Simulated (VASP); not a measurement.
Level of theory: r2SCAN meta-GGA, VASP's PBE PAW potentials (set 64) (plane waves; VASP 6.6.1).

VASP input:

INCAR:
```
ALGO = Normal
EDIFF = 1E-7
ENCUT = 480
ISIF = 2
ISMEAR = 1
LASPH = T
LCHARG = F
LMAXMIX = 4
LMIXTAU = T
LREAL = F
LWAVE = F
METAGGA = R2SCAN
NELM = 100
PREC = Accurate
SIGMA = 0.1
SYSTEM = In
```

**POSCAR**
```
In
1
   -1.6184183900     1.6309412599     2.5126660763
    1.6184183900    -1.6058955201     2.4964818924
    1.6184183900     1.6058955201    -2.4964818924
In
1
Direct
  0.0000000000   1.0000000000   1.0000000000
```

**KPOINTS**
```
kpoints
0
gamma
14 14 14
0 0 0
```

POTCAR, in this order: In_d (PBE.64 set). Program: vasp_std.

Output

File OSZICAR:
```
       N       E                     dE             d eps       ncg     rms          rms(c)
DAV:   1     0.486374256715E+02    0.48637E+02   -0.63616E+03 14950   0.159E+03
DAV:   2    -0.222271813399E+02   -0.70865E+02   -0.69789E+02 15066   0.288E+02
DAV:   3    -0.250034571661E+02   -0.27763E+01   -0.27617E+01 17360   0.665E+01
DAV:   4    -0.250697667458E+02   -0.66310E-01   -0.66281E-01 19368   0.102E+01
DAV:   5    -0.250727574726E+02   -0.29907E-02   -0.29904E-02 18956   0.172E+00    0.361E+00
DAV:   6    -0.224410536086E+02    0.26317E+01   -0.15842E+00 16644   0.317E+01    0.142E+00
DAV:   7    -0.225528732171E+02   -0.11182E+00   -0.17508E-01 15382   0.899E+00    0.121E+00
DAV:   8    -0.225338200087E+02    0.19053E-01   -0.10646E-01 15144   0.331E+00    0.260E-01
DAV:   9    -0.225751077540E+02   -0.41288E-01   -0.38238E-02 15074   0.201E+00    0.205E-01
DAV:  10    -0.225712421072E+02    0.38656E-02   -0.26487E-03 16688   0.784E-01    0.123E-01
DAV:  11    -0.225751729088E+02   -0.39308E-02   -0.32281E-03 15140   0.811E-01    0.151E-01
DAV:  12    -0.225759511555E+02   -0.77825E-03   -0.74663E-04 16436   0.479E-01    0.216E-02
DAV:  13    -0.225761452923E+02   -0.19414E-03   -0.18944E-04 15486   0.188E-01    0.172E-02
DAV:  14    -0.225761449476E+02    0.34476E-06   -0.16718E-05 18178   0.543E-02    0.366E-02
DAV:  15    -0.225761441228E+02    0.82472E-06   -0.34099E-06 15362   0.231E-02    0.285E-02
DAV:  16    -0.225761551136E+02   -0.10991E-04   -0.61035E-06 15090   0.252E-02    0.160E-02
DAV:  17    -0.225761557927E+02   -0.67904E-06   -0.53847E-07 16264   0.906E-03    0.100E-02
DAV:  18    -0.225761557535E+02    0.39228E-07   -0.29781E-08  9174   0.257E-03
   1 F= -.22576156E+02 E0= -.22576205E+02  d E =0.146823E-03
```

**OUTCAR**
```
------------------------ aborting loop because EDIFF is reached ----------------------------------------
  FORCE on cell =-STRESS in cart. coord.  units (eV):
  Direction    XX          YY          ZZ          XY          YZ          ZX
  --------------------------------------------------------------------------------------
  Total        0.0138168      0.0036364      0.0022652      0.0000000      0.0040395      0.0000000
  in kB        0.8436314      0.2220334      0.1383093      0.0000000      0.2466433      0.0000000
  external PRESSURE =       0.4013247 kB  Pullay stress =       0.0000000 kB
  volume of cell :       26.24
      direct lattice vectors                 reciprocal lattice vectors
    -1.618418390  1.630941260  2.512666076     0.000000000  0.307953123  0.198094984
     1.618418390 -1.605895520  2.496481892     0.308943598 -0.000998199  0.199639741
     1.618418390  1.605895520 -2.496481892     0.308943598  0.308951321 -0.001544757
 POSITION                                       TOTAL-FORCE (eV/Angst)
 -----------------------------------------------------------------------------------
      0.00000      0.00000      0.00000        -0.000000      0.000000     -0.000000
 -----------------------------------------------------------------------------------
    total drift:                               -0.000000      0.000000      0.000000
  FREE ENERGIE OF THE ION-ELECTRON SYSTEM (eV)
  ---------------------------------------------------
  free  energy   TOTEN  =       -22.5761557535 eV

  energy  without entropy=      -22.5763025761  energy(sigma->0) =      -22.57620469
```
(Selected blocks of OUTCAR.)

The compound is In in the bct structure. This cell was strained or had an atom moved on purpose.
